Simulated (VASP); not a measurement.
Fe, a sheet with vacuum:

```
Fe
1.0
     2.31119    0.00000    0.00000
     0.00000    2.31119    0.00000
     0.00000    0.00000   23.80000
Fe
1
Cartesian
  0.0000 0.0000 7.0001
```

The cell was built by a generator and needn't be a form met in nature.

Base run:

```yaml
Program: VASP 6.6.1
Functional: LDA
Potentials_or_basis: VASP PAW LDA potentials, release 64 (Fe)
Cutoff: 520 eV
k_mesh: 8 × 8 × 1
Occupations: fermi-dirac, width 0.05 eV
Spin: collinear spin, ferromagnetic start
Starting_moments: "[3.0] μB"
Hubbard_terms: Fe d U = 8 eV
```

Its results: net moment 3.73 μB per cell; site moments Fe +3.60 μB.

The run is repeated on the same cell with these changes: hubbard terms from Fe d U = 8 eV to Fe d U = 2 eV. What comes out?

Net moment 3.02 μB per cell; site moments Fe +2.95 μB.

Caveats: the U is typed as a test and isn't derived for this compound.
